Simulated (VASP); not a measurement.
Here is a VASP 6.6.1 calculation.

File INCAR:

```
PREC     = Accurate       # precision mode
ENCUT    = 520            # plane-wave cutoff, eV
EDIFF    = 1E-7           # SCF threshold, eV
ISMEAR   = -1             # smearing method
SIGMA    = 0.05           # smearing width, eV
LREAL    = F              # projectors in reciprocal space
LASPH    = T              # aspherical terms in the spheres
NELM     = 100            # most SCF steps
ALGO     = Normal         # electronic algorithm
ISIF     = 2              # what is computed and relaxed
LWAVE    = F              # write WAVECAR
LCHARG   = T              # write CHGCAR
GGA      = PE             # functional
LELF     = T              # ELF
LVHAR    = T            
NBANDS   = 26             # bands
```

File KPOINTS:

```
regular mesh
0
Gamma
  7 7 5
```

File POSCAR:

```
GaBiC2
1.0
    4.2136468800      0.0000000000      0.0000000000
   -2.1068234400      3.6491252400      0.0000000000
    0.0000000000      0.0000000000      5.5996369200
Ga Bi C
1 1 2
Direct
    0.0000000000      0.0000000000      0.5000000000
    0.0000000000      0.0000000000      0.0000000000
    0.3333333300      0.6666666700      0.0000000000
    0.6666666700      0.3333333300      0.0000000000
```

Potentials or basis: VASP PAW PBE potentials, release 64 (Ga_d, Bi_d, C).

Run with:

```bash
$ cat potpaw_PBE.64/Ga_d/POTCAR potpaw_PBE.64/Bi_d/POTCAR potpaw_PBE.64/C/POTCAR > POTCAR
$ mpirun -np 1 vasp_std > vasp.out
```

Predict the band gap on the k mesh.

none (metal or under the smearing width).

Estimate the pressure.

3.2 GPa.

Stress tensor (GPa, compression positive):
```
2.28 0.00 0.00
0.00 2.28 0.00
0.00 0.00 5.19
```

Caveat: spin-orbit coupling is left out, which moves the levels of the heavy elements.
